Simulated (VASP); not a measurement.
OSZICAR of a VASP run on Sn (atoms displaced from the space group 227 structure):

OSZICAR:
```
       N       E                     dE             d eps       ncg     rms          rms(c)
DAV:   1     0.176385237452E+03    0.17639E+03   -0.11560E+04  4042   0.160E+03
DAV:   2     0.755420782334E+01   -0.16883E+03   -0.16685E+03  4050   0.360E+02
DAV:   3    -0.804842399102E+01   -0.15603E+02   -0.15517E+02  4558   0.128E+02
DAV:   4    -0.846192772972E+01   -0.41350E+00   -0.41293E+00  4548   0.227E+01
DAV:   5    -0.847620916600E+01   -0.14281E-01   -0.14281E-01  5394   0.365E+00    0.310E+00
DAV:   6    -0.841322429914E+01    0.62985E-01   -0.35619E-02  5018   0.271E+00    0.178E+00
DAV:   7    -0.838143113116E+01    0.31793E-01   -0.56342E-02  4176   0.269E+00    0.159E-01
DAV:   8    -0.838240979551E+01   -0.97866E-03   -0.63049E-03  4302   0.107E+00    0.627E-02
DAV:   9    -0.838268551895E+01   -0.27572E-03   -0.36276E-04  5034   0.136E-01    0.170E-02
DAV:  10    -0.838268843946E+01   -0.29205E-05   -0.24238E-05  5022   0.564E-02    0.542E-03
DAV:  11    -0.838269035963E+01   -0.19202E-05   -0.36817E-06  3260   0.131E-02    0.165E-03
DAV:  12    -0.838269047310E+01   -0.11348E-06   -0.14247E-07  2230   0.489E-03
   1 F= -.83826905E+01 E0= -.83759916E+01  d E =-.133978E-01
```

Problem. Which electronic solver shows in the log?

Solution. It is blocked Davidson (ALGO = Normal, or the opening steps of other solvers). The INCAR had ALGO = Normal.

Problem. Can the final energy be trusted as converged?

Solution. The run converged. It stopped with EDIFF = 1E-6, NELM = 100 (PBEsol GGA, plane waves, VASP's PBE PAW potentials (set 64)).

The structure comes from a computed database's Sn entry; how it stands against other phases isn't given here. The cell was not relaxed at this level, atoms are displaced from their ideal sites. The run is one of a series of settings (GGA = PS against the base run), some of them coarse on purpose.
